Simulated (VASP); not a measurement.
VASP input:

**INCAR**
```
ALGO = Normal
EDIFF = 1E-6
EDIFFG = -0.02
ENCUT = 500
IBRION = 2
ISIF = 3
ISMEAR = 1
ISPIN = 2
LASPH = T
LCHARG = F
LMAXMIX = 4
LORBIT = 10
LREAL = F
LWAVE = F
MAGMOM = 0.6
NELM = 100
NSW = 40
PREC = Accurate
PSTRESS = 300
SIGMA = 0.1
SYSTEM = Ni
```

**POSCAR**
```
Ni
1
    0.0000000000     1.6582564310     1.6582564310
    1.6582564310    -0.0000000000     1.6582564310
    1.6582564310     1.6582564310    -0.0000000000
Ni
1
Direct
  0.0000000000   0.0000000000   0.0000000000
```

KPOINTS:
```
Regular mesh
0
G
 19 19 19
0 0 0
```

POTCAR, in this order: Ni (LDA.64 set). Program: vasp_std.

Question: Translate this LDA calculation to Ansatz.

Answer: One equivalent input (not run):
Ansatz 0.2 input:
```yaml
crystal:
  lattice:
    - [0.0000000, 1.6582564, 1.6582564]
    - [1.6582564, 0.0000000, 1.6582564]
    - [1.6582564, 1.6582564, 0.0000000]
  atoms:
    - { symbol: Ni, position: [0.0000000, 0.0000000, 0.0000000], spin: 0.6 }
kpoints:
  mp_grid: { grid: [19, 19, 19] }
hamiltonian:
  xc: lda
  pseudopotentials: { kind: paw }
magnetization: { spin_polarized: true }
scf:
  occupations: { method: methfessel_paxton, width: 0.1 }
  max_iter: 100
relax:
  max_steps: 40
  f_tol: 0.02
  cell: { p_target: 30 }
output: { forces: true, stress: true, eigenvalues: true }
```
What does not carry over: each code has its own PAW files, so the cut-off isn't converted (ENCUT is set for VASP's; basis.ecutwfc is left out, and Ansatz then takes the one that its files recommend); Ansatz stops its SCF on the density residual and VASP on the energy change (EDIFF); Ansatz's lda is the Perdew-Wang form, while the LDA potentials of VASP carry Perdew-Zunger's.

The compound is Ni in the fcc structure. It was relaxed first under an external pressure of 30 GPa.
